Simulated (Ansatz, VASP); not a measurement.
# Cross-check of SiNi16 (Si/Ni(100)) between VASP and Ansatz, part 2 of 2

One calculation is typed for both programs; each brings its own data sets. How far apart do they land? The cell is taken from a series of runs on this material, whose earlier steps may have relaxed, scaled, displaced or heated it; both programs get it as it stands.

VASP 6.6.1 and Ansatz 0.2.0.

So far: Set-up; Ansatz: single point, PBE.

## 3. VASP: single point, PBE

Level of this step: PBE, spin-polarised from a ferromagnetic start; plane waves and PAW (Ni, Si) (VASP).

The same cell, functional, mesh and smearing now go to VASP, with its own data sets.

Lines of VASP's logs that name or quote its potential files are left out, and so is its time.

Input file INCAR:

```
SYSTEM = SiNi16
PREC = Accurate
ENCUT = 520
EDIFF = 1E-06
NELM = 200
ISMEAR = -1
SIGMA = 0.1
LREAL = .FALSE.
ALGO = Normal
GGA = PE
NBANDS = 116
ISPIN = 2
MAGMOM = 0.75 0.67 0.63 0.24 0.75 0.68 0.63 0.58 0.75 0.68 0.63 0.58 0.75 0.64 0.63 0.7 -0.02
LASPH = .TRUE.
LMAXMIX = 4
LORBIT = 11
LWAVE = .FALSE.
LCHARG = .FALSE.
ISIF = 2
LDIPOL = .TRUE.
IDIPOL = 3
DIPOL = 0.5 0.5 0.463
LVHAR = .TRUE.
GGA_COMPAT = .FALSE.
NELMDL = -8
KPAR = 4
```

Input file POSCAR:

```
SiNi16
1.0
    4.9780317396      0.0000000000      0.0000000000
    0.0000000000      4.9780317396      0.0000000000
    0.0000000000      0.0000000000     25.4797581452
Ni Si
16 1
Direct
    0.2500000000      0.2500000000      0.3532215631
    0.0000000000      0.0000000000      0.4222960022
    0.2564150332      0.2564150332      0.4875378751
    0.0000000000      0.0000000000      0.5427859410
    0.2500000000      0.7500000000      0.3532215631
    0.0000000000      0.5000000000      0.4222960022
    0.2564150332      0.7435849668      0.4875378751
    0.0000000000      0.5000000000      0.5543195321
    0.7500000000      0.2500000000      0.3532215631
    0.5000000000      0.0000000000      0.4222960022
    0.7435849668      0.2564150332      0.4875378751
    0.5000000000      0.0000000000      0.5543195321
    0.7500000000      0.7500000000      0.3532215631
    0.5000000000      0.5000000000      0.4222960022
    0.7435849668      0.7435849668      0.4875378751
    0.5000000000      0.5000000000      0.5525547968
    0.0000000000      0.0000000000      0.6217832087
```

Input file KPOINTS:

```
Automatic mesh
0
Gamma
6 6 1
0 0 0
```

Potentials, in the order of the species: Ni and Si (PBE family, release 64).

Launch:

```sh
> mpirun -np 4 vasp_std
```

Numbers of over 12 decimals in the logs are rounded to 6 here.

What it wrote:

```text
[banner, memory and clock lines left out]
running    4 mpi-ranks, on    1 nodes
 distrk:  each k-point on    1 cores,    4 groups
 distr:  one band on    1 cores,    1 groups

 POSCAR found type information on POSCAR NiSi
 POSCAR found :  2 types and      17 ions
|                                                                             |
|               ----> ADVICE to this user running VASP <----                  |
|                                                                             |
|     You have a (more or less) 'large supercell' and for larger cells it     |
|     might be more efficient to use real-space projection operators.         |
|     Therefore, try LREAL= Auto in the INCAR file.                           |
|     Mind: For very accurate calculation, you might also keep the            |
|     reciprocal projection scheme (i.e. LREAL=.FALSE.).                      |
|                                                                             |

 LDA part: xc-table for (Slater+PW92), standard interpolation
 POSCAR, INCAR and KPOINTS ok, starting setup
 FFT: planning ... GRIDC
 FFT: planning ... GRID_SOFT
 FFT: planning ... GRID
 WAVECAR not read
 entering main loop
       N       E                     dE             d eps       ncg     rms          rms(c)
DAV:   1     0.120319456720E+04    0.12032E+04   -0.69451E+04  4640   0.142E+03
DAV:   2     0.749046806411E+01   -0.11957E+04   -0.11286E+04  4640   0.325E+02
DAV:   3    -0.975403150273E+02   -0.10503E+03   -0.95376E+02  4952   0.135E+02
DAV:   4    -0.100849776397E+03   -0.33095E+01   -0.32743E+01  5072   0.263E+01
DAV:   5    -0.100929802225E+03   -0.80026E-01   -0.80009E-01  5976   0.265E+00
DAV:   6    -0.100931914306E+03   -0.21121E-02   -0.21120E-02  6548   0.445E-01
DAV:   7    -0.100932016890E+03   -0.10258E-03   -0.10258E-03  6368   0.730E-02
DAV:   8    -0.100932019941E+03   -0.30506E-05   -0.30503E-05  5568   0.117E-02    0.392E+01
DAV:   9    -0.124874314158E+03   -0.23942E+02   -0.14374E+02  5400   0.162E+02    0.590E+01
DAV:  10    -0.125522908829E+03   -0.64859E+00   -0.11922E+02  5604   0.160E+02    0.588E+01
DAV:  11    -0.110691032553E+03    0.14832E+02   -0.41264E+01  6232   0.100E+02    0.703E+01
DAV:  12    -0.892612861342E+02    0.21430E+02   -0.63793E+01  5408   0.528E+01    0.224E+01
DAV:  13    -0.955074655095E+02   -0.62462E+01   -0.24796E+01  5408   0.797E+01    0.502E+01
DAV:  14    -0.887089212633E+02    0.67985E+01   -0.37344E+01  5124   0.526E+01    0.259E+01
[...]
DAV:  55    -0.857559456904E+02   -0.14879E-04   -0.52238E-08  3096   0.995E-04    0.453E-04
DAV:  56    -0.857559524546E+02   -0.67642E-05   -0.17527E-08  3140   0.676E-04    0.527E-04
DAV:  57    -0.857559551891E+02   -0.27345E-05   -0.70395E-09  3048   0.502E-04    0.429E-04
DAV:  58    -0.857559575719E+02   -0.23828E-05   -0.24973E-09  3000   0.332E-04    0.263E-04
DAV:  59    -0.857559603642E+02   -0.27923E-05   -0.34896E-09  3084   0.313E-04    0.255E-04
DAV:  60    -0.857559618734E+02   -0.15092E-05   -0.21995E-09  3084   0.157E-04    0.199E-04
DAV:  61    -0.857559631142E+02   -0.12408E-05   -0.32341E-09  3108   0.161E-04    0.128E-04
DAV:  62    -0.857559634522E+02   -0.33796E-06   -0.75430E-10  3064   0.108E-04
   1 F= -.85755963E+02 E0= -.85288151E+02  d E =-.935626E+00  mag=     9.4119
```

From OUTCAR (step 3):

```text
ion  position               nearest neighbor table
   1  0.250  0.250  0.353-   5 2.49   9 2.49   5 2.49   9 2.49  10 2.49  14 2.49   6 2.49   2 2.49

  LATTYP: Found a simple tetragonal cell.
 ALAT       =     4.9780317396
 C/A-ratio  =     5.1184402748

 Subroutine GETGRP returns: Found  8 space group operations
 (whereof  8 operations were pure point group operations)

The static configuration has the point symmetry C_4v.

 Found     10 irreducible k-points:

   k-points           NKPTS =     10   k-points in BZ     NKDIM =     10   number of bands    NBANDS=    116

   dimension x,y,z NGX =    40 NGY =   40 NGZ =  192
   dimension x,y,z NGXF=    80 NGYF=   80 NGZF=  384

   ENCUT  =  520.0 eV  38.22 Ry    6.18 a.u.   9.26  9.26 47.38*2*pi/ulx,y,z

   NELECT =     164.0000    total number of electrons

 k-points in reciprocal lattice and weights: Automatic mesh
   0.00000000  0.00000000  0.00000000       0.028
   0.16666667  0.00000000  0.00000000       0.111
   0.33333333  0.00000000  0.00000000       0.111
   0.50000000  0.00000000  0.00000000       0.056
   0.16666667  0.16666667  0.00000000       0.111
   0.33333333  0.16666667  0.00000000       0.222
   0.50000000  0.16666667  0.00000000       0.111
   0.33333333  0.33333333  0.00000000       0.111
   0.50000000  0.33333333  0.00000000       0.111
   0.50000000  0.50000000  0.00000000       0.028

 dipolmoment           0.000000      0.000000     -0.022608 electrons x Angstroem

 average (electrostatic) potential at core
       1 -91.5225       2 -91.8763       3 -91.9980       4 -92.2086       5 -91.5225
       6 -91.9125       7 -91.9980       8 -91.5075       9 -91.5225      10 -91.9125
      11 -91.9980      12 -91.5075      13 -91.5225      14 -91.9227      15 -91.9980
      16 -91.5946      17 -90.2164

 E-fermi :  -0.4956

 spin component 1
 k-point     1 :       0.0000    0.0000    0.0000
  band No.  band energies     occupation
    ...
     80      -0.9931      0.99314
     81      -0.9523      0.98971
     82      -0.9503      0.98951
     83      -0.7285      0.91121
     84      -0.6567      0.83348
     85      -0.4593      0.41014
     86      -0.4593      0.41014
     87      -0.1999      0.04943
     88       0.0268      0.00535
     89       0.1944      0.00101
    ...

 k-point     2 :       0.1667    0.0000    0.0000
  band No.  band energies     occupation
    ...
     82      -0.9924      0.99309
     83      -0.9391      0.98828
     84      -0.8401      0.96907
     85      -0.7967      0.95308
     86      -0.6391      0.80770
     87      -0.1613      0.03412
     88      -0.1048      0.01967
     89       0.1484      0.00159
     90       0.5198      0.00004
     91       0.5232      0.00004
    ...

 k-point     3 :       0.3333    0.0000    0.0000
  band No.  band energies     occupation
    ...
     82      -1.0417      0.99577
     83      -1.0098      0.99419
     84      -0.9748      0.99177
     85      -0.9719      0.99153
     86      -0.9240      0.98640
     87      -0.4533      0.39573
     88       0.2025      0.00093
     89       0.5104      0.00004
     90       0.9229      0.00000
     91       1.0730      0.00000
    ...

 k-point     4 :       0.5000    0.0000    0.0000
  band No.  band energies     occupation
    ...
     83      -1.0137      0.99441
     84      -1.0127      0.99435
     85      -0.9612      0.99059
     86      -0.9366      0.98799
     87      -0.5960      0.73178
     88       0.3728      0.00017
     89       0.6158      0.00001
     90       1.2672      0.00000
     91       1.3527      0.00000
     92       1.3951      0.00000
    ...

 k-point     5 :       0.1667    0.1667    0.0000
  band No.  band energies     occupation
    ...
     84      -0.8397      0.96895
     85      -0.7026      0.88797
     86      -0.6201      0.77634
     87      -0.5601      0.65579
     88      -0.5436      0.61779
     89       0.1268      0.00198
     90       0.3501      0.00021
     91       0.3751      0.00017
     92       1.1610      0.00000
     93       1.7584      0.00000
    ...

 k-point     6 :       0.3333    0.1667    0.0000
  band No.  band energies     occupation
    ...
     82      -1.0842      0.99723
     83      -1.0263      0.99507
     84      -0.9821      0.99235
     85      -0.9586      0.99034
     86      -0.7987      0.95393
     87      -0.4924      0.49206
     88      -0.2375      0.07038
     89      -0.0937      0.01765
     90       0.2781      0.00044
     91       0.6843      0.00001
    ...

  Total       -1.4346033     -1.4346033      9.4153905      0.0000000      0.0000000      0.0000000
  in kB       -3.6402548     -3.6402548     23.8912182      0.0000000      0.0000000      0.0000000
  external PRESSURE =       5.5369028 kB  Pullay stress =       0.0000000 kB

  energy-cutoff  :      520.00
  volume of cell :      631.41
      direct lattice vectors                 reciprocal lattice vectors
     4.978031740  0.000000000  0.000000000     0.200882608  0.000000000  0.000000000
     0.000000000  4.978031740  0.000000000     0.000000000  0.200882608  0.000000000
     0.000000000  0.000000000 25.479758145     0.000000000  0.000000000  0.039246840

 POSITION                                       TOTAL-FORCE (eV/Angst)
 -----------------------------------------------------------------------------------
      1.24451      1.24451      9.00000         0.007586      0.007586      0.265296
      0.00000      0.00000     10.76000         0.000000      0.000000     -0.638719
      1.27644      1.27644     12.42235        -0.022927     -0.022927     -0.028183
      0.00000      0.00000     13.83005         0.000000     -0.000000      0.158808
      1.24451      3.73352      9.00000         0.007586     -0.007586      0.265296
      0.00000      2.48902     10.76000         0.000000      0.000000     -0.991307
      1.27644      3.70159     12.42235        -0.022927      0.022927     -0.028183
      0.00000      2.48902     14.12393         0.000000      0.000000      0.666387
      3.73352      1.24451      9.00000        -0.007586      0.007586      0.265296
      2.48902      0.00000     10.76000         0.000000     -0.000000     -0.991307
      3.70159      1.27644     12.42235         0.022927     -0.022927     -0.028183
      2.48902      0.00000     14.12393         0.000000     -0.000000      0.666387
      3.73352      3.73352      9.00000        -0.007586     -0.007586      0.265296
      2.48902      2.48902     10.76000         0.000000     -0.000000     -1.360520
      3.70159      3.70159     12.42235         0.022927      0.022927     -0.028183
      2.48902      2.48902     14.07896         0.000000     -0.000000      0.741977
      0.00000      0.00000     15.84289         0.000000     -0.000000      0.799844
 -----------------------------------------------------------------------------------
    total drift:                               -0.000000     -0.000000      0.005266

  FREE ENERGIE OF THE ION-ELECTRON SYSTEM (eV)
  ---------------------------------------------------
  free  energy   TOTEN  =       -85.7559634522 eV

  energy  without entropy=      -84.8203379131  energy(sigma->0) =      -85.28815068

 vacuum level on the upper side and lower side of the slab         4.211         4.376

 total charge
# of ion       s       p       d       tot
------------------------------------------
    1        0.470   0.334   8.320   9.123
    2        0.498   0.508   8.324   9.331
    3        0.529   0.563   8.351   9.443
    4        0.598   0.617   8.431   9.645
    5        0.470   0.334   8.320   9.123
    6        0.505   0.519   8.326   9.351
    7        0.529   0.563   8.351   9.443
    8        0.459   0.371   8.338   9.167
    9        0.470   0.334   8.320   9.123
   10        0.505   0.519   8.326   9.351
   11        0.529   0.563   8.351   9.443
   12        0.459   0.371   8.338   9.167
   13        0.470   0.334   8.320   9.123
   14        0.515   0.533   8.336   9.383
   15        0.529   0.563   8.351   9.443
   16        0.486   0.375   8.345   9.205
   17        0.916   0.647   0.000   1.563
--------------------------------------------------
tot          8.935   8.048 133.445 150.428

 magnetization (x)
# of ion       s       p       d       tot
------------------------------------------
    1       -0.002  -0.017   0.734   0.715
    2       -0.006  -0.023   0.662   0.633
    3       -0.006  -0.023   0.606   0.577
    4       -0.004  -0.022   0.233   0.207
    5       -0.002  -0.017   0.734   0.715
    6       -0.007  -0.023   0.663   0.633
    7       -0.006  -0.023   0.606   0.577
    8       -0.001  -0.011   0.566   0.554
    9       -0.002  -0.017   0.734   0.715
   10       -0.007  -0.023   0.663   0.633
   11       -0.006  -0.023   0.606   0.577
   12       -0.001  -0.011   0.566   0.554
   13       -0.002  -0.017   0.734   0.715
   14       -0.006  -0.024   0.631   0.601
   15       -0.006  -0.023   0.606   0.577
   16       -0.006  -0.012   0.691   0.673
   17        0.000  -0.028   0.000  -0.028
--------------------------------------------------
tot         -0.070  -0.337  10.033   9.626

[... 6 further parts left out ...]
```

The magnetic state follows from one typed start and may not be the lowest.

## 4. Comparison

Known differences besides the potentials themselves: VASP starts from the moments at which Ansatz ended; the data sets hold 292 valence electrons in Ansatz (on its default PAW (the set named soft_2) files) and 164 in VASP; the cutoff is 420 eV in Ansatz and 520 eV in VASP; site moments are counted in spheres of each program's own size. Total energies have different zeros and are not compared.

Compared:

| quantity | Ansatz | VASP | difference |
| --- | --- | --- | --- |
| total moment (μB) | 9.64 | 9.41 | +0.22 |
| moment on Ni1 (μB) | 0.75 | 0.71 | +0.03 |
| moment on Ni5 (μB) | 0.75 | 0.71 | +0.03 |
| moment on Ni13 (μB) | 0.75 | 0.71 | +0.03 |
| moment on Ni9 (μB) | 0.75 | 0.71 | +0.03 |
| moment on Ni16 (μB) | 0.70 | 0.67 | +0.03 |
| moment on Ni10 (μB) | 0.68 | 0.63 | +0.05 |
| moment on Ni6 (μB) | 0.68 | 0.63 | +0.05 |
| moment on Ni2 (μB) | 0.68 | 0.63 | +0.04 |
| work function, lower of the two faces (eV) | 4.71 | 4.71 | 0.00 |
| work function, higher of the two faces (eV) | 4.89 | 4.87 | +0.01 |

With vacuum in the cell, a pressure given here is an average over mostly empty space and none of the material.

## 5. Summary of results

| Property | Result |
| --- | --- |
| difference in work function, higher of the two faces (single point, PBE) | 0.015 eV |

In words: The difference in work function, higher of the two faces is 0.015 eV (single point, PBE). The data sets hold unlike numbers of valence electrons (292 in Ansatz and 164 in VASP), so part of the differences comes from the potentials. How closely two codes agree says nothing of how well the functional describes the real material.

[Lines on the potential files, build, host, timing and source positions are cut from VASP's logs without a mark.]

[Logs are printed without paths, hosts, clocks, repeated set-up lines and the standing remarks that a program may print on its own settings, such as how far it seeks lower states.]

[Hosts, paths, dates, database ids (printed as entryN), source tags and the programs' standing remarks are cut or masked in the printed files.]
